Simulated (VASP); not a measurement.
Computed with LDA (Ceperley-Alder, Perdew-Zunger), VASP's LDA PAW potentials (set 64) (plane waves; VASP).

A VASP calculation is set up with these files.

**KPOINTS**
```
Regular mesh
0
G
 11 11 11
```

File POSCAR:
```
C
1
    0.0000000000     1.7679180407     1.7679180407
    1.7679180407     0.0000000000     1.7679180407
    1.7679180407     1.7679180407     0.0000000000
C
2
Direct
  0.0000000000   0.0000000000   0.0000000000
  0.2500000000   0.2500000000   0.2500000000
```

INCAR:
```
SYSTEM = C
PREC = Accurate
ENCUT = 650
EDIFF = 1E-7
NELM = 100
ALGO = Normal
LREAL = .FALSE.
LASPH = .TRUE.
ISMEAR = 0
SIGMA = 0.05
LWAVE = .FALSE.
LCHARG = .FALSE.
IBRION = 6
ISIF = 3
NFREE = 2
POTIM = 0.015
NSW = 1
```

POTCAR, in this order: C (LDA.64 set). Program: vasp_std.

Output

### OSZICAR
```
...
DAV:   3    -0.202491684464E+02    0.13158E-02   -0.29918E-03  2264   0.431E-01    0.433E-02
DAV:   4    -0.202491587101E+02    0.97363E-05   -0.10971E-05  2080   0.409E-02    0.233E-02
DAV:   5    -0.202491554431E+02    0.32671E-05   -0.17258E-06  2592   0.151E-02    0.177E-03
DAV:   6    -0.202491554339E+02    0.91982E-08   -0.12738E-08  1456   0.134E-03
   5 F= -.20249155E+02 E0= -.20249155E+02  d E =-.515806E-11
       N       E                     dE             d eps       ncg     rms          rms(c)
DAV:   1    -0.202517779338E+02   -0.26225E-02   -0.52991E-01  2264   0.707E+00    0.473E-01
DAV:   2    -0.202487043182E+02    0.30736E-02   -0.62230E-03  2208   0.839E-01    0.260E-01
DAV:   3    -0.202473163570E+02    0.13880E-02   -0.29680E-03  2232   0.426E-01    0.375E-02
DAV:   4    -0.202472978584E+02    0.18499E-04   -0.10247E-05  2032   0.399E-02    0.222E-02
DAV:   5    -0.202472752812E+02    0.22577E-04   -0.11085E-06  2680   0.139E-02    0.132E-03
DAV:   6    -0.202472753686E+02   -0.87407E-07   -0.35040E-09  1248   0.830E-04
   6 F= -.20247275E+02 E0= -.20247275E+02  d E =-.351811E-21
       N       E                     dE             d eps       ncg     rms          rms(c)
DAV:   1    -0.202536373119E+02   -0.63620E-02   -0.57086E-01  2352   0.781E+00    0.519E-01
DAV:   2    -0.202504827986E+02    0.31545E-02   -0.60940E-03  2120   0.825E-01    0.286E-01
DAV:   3    -0.202491684616E+02    0.13143E-02   -0.29341E-03  2280   0.428E-01    0.429E-02
DAV:   4    -0.202491580155E+02    0.10446E-04   -0.10213E-05  2080   0.400E-02    0.210E-02
DAV:   5    -0.202491554392E+02    0.25763E-05   -0.12906E-06  2480   0.132E-02    0.182E-03
DAV:   6    -0.202491554320E+02    0.71739E-08   -0.12585E-08  1464   0.128E-03
   7 F= -.20249155E+02 E0= -.20249155E+02  d E =-.515637E-11
       N       E                     dE             d eps       ncg     rms          rms(c)
DAV:   1    -0.202564431725E+02   -0.72877E-02   -0.45063E-01  6704   0.667E+00    0.397E-01
DAV:   2    -0.202535213934E+02    0.29218E-02   -0.76535E-03  6944   0.996E-01    0.234E-01
DAV:   3    -0.202521131279E+02    0.14083E-02   -0.34232E-03  7664   0.556E-01    0.252E-02
DAV:   4    -0.202521155816E+02   -0.24537E-05   -0.12184E-04  5936   0.123E-01    0.188E-02
DAV:   5    -0.202521129277E+02    0.26539E-05   -0.43768E-06  7992   0.191E-02    0.151E-03
DAV:   6    -0.202521129330E+02   -0.52507E-08   -0.51883E-08  3680   0.277E-03
   8 F= -.20252113E+02 E0= -.20252113E+02  d E =-.179107E-18
       N       E                     dE             d eps       ncg     rms          rms(c)
DAV:   1    -0.202658470285E+02   -0.13734E-01   -0.56111E-01  7032   0.663E+00    0.632E-01
DAV:   2    -0.202562890837E+02    0.95579E-02   -0.12427E-02  7560   0.125E+00    0.353E-01
DAV:   3    -0.202520936633E+02    0.41954E-02   -0.10019E-02  7408   0.101E+00    0.351E-02
DAV:   4    -0.202521164275E+02   -0.22764E-04   -0.52102E-04  5944   0.248E-01    0.168E-02
DAV:   5    -0.202521129500E+02    0.34775E-05   -0.93148E-06  8128   0.282E-02    0.260E-03
DAV:   6    -0.202521129522E+02   -0.21986E-08   -0.13489E-07  5320   0.419E-03
   9 F= -.20252113E+02 E0= -.20252113E+02  d E =-.179348E-18
       N       E                     dE             d eps       ncg     rms          rms(c)
DAV:   1    -0.202553239879E+02   -0.32110E-02   -0.50910E-01  6992   0.624E+00    0.410E-01
DAV:   2    -0.202524733079E+02    0.28507E-02   -0.74320E-03  7336   0.980E-01    0.242E-01
DAV:   3    -0.202519257514E+02    0.54756E-03   -0.52703E-03  7440   0.725E-01    0.299E-02
DAV:   4    -0.202519969889E+02   -0.71237E-04   -0.25250E-04  6376   0.174E-01    0.142E-02
DAV:   5    -0.202521151092E+02   -0.11812E-03   -0.23319E-05  8096   0.485E-02    0.234E-03
DAV:   6    -0.202521131261E+02    0.19831E-05   -0.12916E-06  6104   0.123E-02    0.539E-04
DAV:   7    -0.202521131291E+02   -0.29576E-08   -0.15946E-08  3120   0.134E-03
  10 F= -.20252113E+02 E0= -.20252113E+02  d E =-.177848E-18
       N       E                     dE             d eps       ncg     rms          rms(c)
DAV:   1    -0.202659197944E+02   -0.13807E-01   -0.52734E-01  7656   0.660E+00    0.633E-01
DAV:   2    -0.202562694726E+02    0.96503E-02   -0.12062E-02  7016   0.122E+00    0.352E-01
DAV:   3    -0.202520937498E+02    0.41757E-02   -0.99466E-03  7512   0.100E+00    0.349E-02
DAV:   4    -0.202521163498E+02   -0.22600E-04   -0.50422E-04  5872   0.243E-01    0.166E-02
DAV:   5    -0.202521129167E+02    0.34331E-05   -0.89770E-06  8456   0.275E-02    0.251E-03
DAV:   6    -0.202521129301E+02   -0.13429E-07   -0.11608E-07  5048   0.395E-03
  11 F= -.20252113E+02 E0= -.20252113E+02  d E =-.179499E-18
       N       E                     dE             d eps       ncg     rms          rms(c)
DAV:   1    -0.202592222666E+02   -0.71093E-02   -0.44830E-01  7856   0.609E+00    0.408E-01
DAV:   2    -0.202549034855E+02    0.43188E-02   -0.66052E-03  6624   0.948E-01    0.241E-01
DAV:   3    -0.202521626214E+02    0.27409E-02   -0.49245E-03  7440   0.739E-01    0.275E-02
DAV:   4    -0.202521404662E+02    0.22155E-04   -0.26883E-04  6216   0.177E-01    0.138E-02
DAV:   5    -0.202521129387E+02    0.27527E-04   -0.22351E-05  8304   0.453E-02    0.214E-03
DAV:   6    -0.202521130865E+02   -0.14788E-06   -0.11117E-06  6048   0.113E-02    0.736E-04
DAV:   7    -0.202521128780E+02    0.20852E-06   -0.29821E-08  3120   0.173E-03    0.199E-04
DAV:   8    -0.202521128838E+02   -0.57339E-08   -0.24751E-09  2928   0.552E-04
  12 F= -.20252113E+02 E0= -.20252113E+02  d E =-.178293E-18
       N       E                     dE             d eps       ncg     rms          rms(c)
DAV:   1    -0.202659358214E+02   -0.13823E-01   -0.49974E-01  7576   0.644E+00    0.633E-01
DAV:   2    -0.202562683560E+02    0.96675E-02   -0.11967E-02  7152   0.121E+00    0.352E-01
DAV:   3    -0.202520939004E+02    0.41745E-02   -0.98657E-03  7576   0.999E-01    0.348E-02
DAV:   4    -0.202521161742E+02   -0.22274E-04   -0.49748E-04  5896   0.242E-01    0.165E-02
DAV:   5    -0.202521129160E+02    0.32582E-05   -0.86737E-06  8432   0.270E-02    0.268E-03
DAV:   6    -0.202521129318E+02   -0.15803E-07   -0.11129E-07  4864   0.387E-03
  13 F= -.20252113E+02 E0= -.20252113E+02  d E =-.179569E-18
       N       E                     dE             d eps       ncg     rms          rms(c)
DAV:   1    -0.202554879704E+02   -0.33751E-02   -0.71039E-01  3664   0.828E+00    0.294E-01
DAV:   2    -0.202537108119E+02    0.17772E-02   -0.59506E-03  4536   0.885E-01    0.182E-01
DAV:   3    -0.202524179247E+02    0.12929E-02   -0.33392E-03  4464   0.571E-01    0.156E-02
DAV:   4    -0.202524177762E+02    0.14848E-06   -0.17709E-04  3664   0.144E-01    0.720E-03
DAV:   5    -0.202524104962E+02    0.72800E-05   -0.50421E-06  4944   0.231E-02    0.118E-03
DAV:   6    -0.202524080145E+02    0.24817E-05   -0.30810E-07  3544   0.611E-03    0.409E-04
DAV:   7    -0.202524065607E+02    0.14539E-05   -0.30361E-09  1736   0.568E-04    0.854E-05
DAV:   8    -0.202524065392E+02    0.21448E-07   -0.21737E-10  1728   0.172E-04
  14 F= -.20252407E+02 E0= -.20252407E+02  d E =-.113304E-15
       N       E                     dE             d eps       ncg     rms          rms(c)
DAV:   1    -0.202534792813E+02   -0.10727E-02   -0.13319E+00  3504   0.107E+01    0.264E-01
DAV:   2    -0.202529641705E+02    0.51511E-03   -0.68146E-03  4864   0.930E-01    0.154E-01
DAV:   3    -0.202524137160E+02    0.55045E-03   -0.14174E-03  4056   0.347E-01    0.173E-02
DAV:   4    -0.202524100985E+02    0.36176E-05   -0.62711E-05  3776   0.893E-02    0.103E-02
DAV:   5    -0.202524065207E+02    0.35778E-05   -0.10003E-05  5032   0.269E-02    0.945E-04
DAV:   6    -0.202524065435E+02   -0.22717E-07   -0.37412E-07  3640   0.697E-03
  15 F= -.20252407E+02 E0= -.20252407E+02  d E =-.112369E-15
```

OUTCAR:
```
------------------------ aborting loop because EDIFF is reached ----------------------------------------
  FORCE on cell =-STRESS in cart. coord.  units (eV):
  Direction    XX          YY          ZZ          XY          YZ          ZX
  --------------------------------------------------------------------------------------
  Total       -0.0674564     -0.0629602     -0.0629602      0.0000000     -0.0620131      0.0000000
  in kB       -9.7795196     -9.1276768     -9.1276768      0.0000000     -8.9903704      0.0000000
  external PRESSURE =      -9.3449578 kB  Pullay stress =       0.0000000 kB
  volume of cell :       11.05
      direct lattice vectors                 reciprocal lattice vectors
     0.000000000  1.767918041  1.767918041    -0.282818541  0.282818541  0.282818541
     1.767918041  0.000000000  1.767918041     0.282818541 -0.282818541  0.282818541
     1.767918041  1.767918041  0.000000000     0.282818541  0.282818541 -0.282818541
 POSITION                                       TOTAL-FORCE (eV/Angst)
 -----------------------------------------------------------------------------------
     -0.01500      0.00000      0.00000         0.578450      0.000000      0.000000
      0.88396      0.88396      0.88396        -0.578450     -0.000000     -0.000000
 -----------------------------------------------------------------------------------
    total drift:                                0.000468     -0.000000     -0.000000
  FREE ENERGIE OF THE ION-ELECTRON SYSTEM (eV)
  ---------------------------------------------------
  free  energy   TOTEN  =       -20.2524065435 eV

  energy  without entropy=      -20.2524065435  energy(sigma->0) =      -20.25240654

   1 f  =   39.614056 THz   248.902454 2PiTHz 1321.382674 cm-1   163.830498 meV
             X         Y         Z           dx          dy          dz
      0.000000  0.000000  0.000000    -0.171499   -0.685994    0.000000
      0.883959  0.883959  0.883959     0.171499    0.685994    0.000000

   2 f  =   39.614056 THz   248.902454 2PiTHz 1321.382674 cm-1   163.830498 meV
             X         Y         Z           dx          dy          dz
      0.000000  0.000000  0.000000     0.685994   -0.171499    0.000000
      0.883959  0.883959  0.883959    -0.685994    0.171499    0.000000

   3 f  =   39.614056 THz   248.902454 2PiTHz 1321.382674 cm-1   163.830498 meV
             X         Y         Z           dx          dy          dz
      0.000000  0.000000  0.000000    -0.000000    0.000000   -0.707107
      0.883959  0.883959  0.883959     0.000000    0.000000    0.707107

   4 f  =    0.000000 THz     0.000002 2PiTHz    0.000011 cm-1     0.000001 meV
             X         Y         Z           dx          dy          dz
      0.000000  0.000000  0.000000    -0.696260    0.123377    0.000000
      0.883959  0.883959  0.883959    -0.696260    0.123377    0.000000

   5 f  =    0.000000 THz     0.000000 2PiTHz    0.000000 cm-1     0.000000 meV
             X         Y         Z           dx          dy          dz
      0.000000  0.000000  0.000000     0.000000   -0.000000    0.707107
      0.883959  0.883959  0.883959    -0.000000    0.000000    0.707107

   6 f/i=    0.000000 THz     0.000000 2PiTHz    0.000002 cm-1     0.000000 meV
             X         Y         Z           dx          dy          dz
      0.000000  0.000000  0.000000     0.123377    0.696260    0.000000
      0.883959  0.883959  0.883959     0.123377    0.696260    0.000000

 ELASTIC MODULI CONTR FROM IONIC RELAXATION (kBar)
 Direction    XX          YY          ZZ          XY          YZ          ZX
 --------------------------------------------------------------------------------
 XX           0.0000      0.0000      0.0000      0.0000      0.0000      0.0000
 YY           0.0000      0.0000      0.0000      0.0000      0.0000      0.0000
 ZZ           0.0000      0.0000      0.0000      0.0000      0.0000      0.0000
 XY           0.0000      0.0000      0.0000    -64.0879     -0.0000      0.0000
 YZ           0.0000      0.0000      0.0000     -0.0000    -64.0879     -0.0000
 ZX           0.0000      0.0000      0.0000      0.0000     -0.0000    -64.0879
 --------------------------------------------------------------------------------

 TOTAL ELASTIC MODULI (kBar)
 Direction    XX          YY          ZZ          XY          YZ          ZX
 --------------------------------------------------------------------------------
 XX       10999.8084   1470.2086   1470.2086      0.0000      0.0000      0.0000
 YY        1470.2086  10999.8084   1470.2086      0.0000      0.0000      0.0000
 ZZ        1470.2086   1470.2086  10999.8084      0.0000      0.0000      0.0000
 XY           0.0000      0.0000      0.0000   5908.8203     -0.0000      0.0000
 YZ           0.0000      0.0000      0.0000     -0.0000   5908.8203     -0.0000
 ZX           0.0000      0.0000      0.0000      0.0000     -0.0000   5908.8203
 --------------------------------------------------------------------------------
```
(Selected blocks of OUTCAR.)

The compound is C in the diamond structure. It was relaxed first.
